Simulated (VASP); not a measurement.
VASP runs on Si (space group Fd-3m) share one base input (HSE06 screened hybrid, plane waves, VASP's PBE PAW potentials (set 64)) and change the settings named in each case.

**INCAR**
```
SYSTEM = Si
PREC = Accurate
ENCUT = 300
EDIFF = 1E-6
NELM = 100
ALGO = Normal
LREAL = .FALSE.
LASPH = .TRUE.
ISMEAR = 0
SIGMA = 0.01
GGA = PE
HFSCREEN = 0.2
AEXX = 0.25
LHFCALC = .TRUE.
PRECFOCK = Fast
ISYM = 3
LWAVE = .FALSE.
LCHARG = .FALSE.
ISIF = 2
```

POSCAR:
```
Si
1
    0.0000000000     2.7515180000     2.7515180000
    2.7515180000     0.0000000000     2.7515180000
    2.7515180000     2.7515180000     0.0000000000
Si
2
Direct
  0.2500000000   0.2500000000   0.2500000000
  0.0000000000   0.0000000000   0.0000000000
```

KPOINTS:
```
Automatic mesh
0
Gamma
5 5 5
0.5 0.5 0.5
```

POTCAR, in this order: Si (PBE.64 set). Program: vasp_std.

| change | E(σ→0) (eV/atom) | pressure (GPa) |
|---|---|---|
| base run | -6.2827 | -3.57 |
| AEXX removed, HFSCREEN removed, ISYM removed, LHFCALC removed, PRECFOCK removed | -5.4198 | (withheld) |
| HFRCUT = -1, HFSCREEN removed | -6.7730 | -3.74 |
| KPOINTS 2×2×2 Γ-centred mesh shifted by (0.5, 0.5, 0.5) | -6.2161 | -3.31 |
| KPOINTS 3×3×3 Γ-centred mesh shifted by (0.5, 0.5, 0.5) | -6.2757 | -3.55 |
| KPOINTS 4×4×4 Γ-centred mesh shifted by (0.5, 0.5, 0.5) | -6.2819 | -3.57 |
| KPOINTS 6×6×6 Γ-centred mesh shifted by (0.5, 0.5, 0.5) | -6.2828 | -3.57 |
| ENCUT = 210 | -6.2742 | -3.61 |
| ENCUT = 270 | -6.2807 | -3.60 |
| KPOINTS 2×2×2 Γ-centred mesh | -5.1464 | 3.10 |
| EDIFF = 1E-10 | -6.2827 | -3.57 |

**Question.** Some entries are withheld; supply them.

**Answer.** 
- AEXX removed, HFSCREEN removed, ISYM removed, LHFCALC removed, PRECFOCK removed, pressure (GPa): -1.71

Energies of different potentials or functionals have different zeros.

Left out are runs that ran out of time, are held back, or changed the cell or the kind of run, fixed moments of cells without a moment, rows past the twelfth, gaps on odd meshes, pressures of charged cells and columns that move by less than the noise.

The structure comes from a computed database's Si entry; how it stands against other phases isn't given here. The cell was not relaxed at this level, its lattice was scaled by up to 2.5 %.
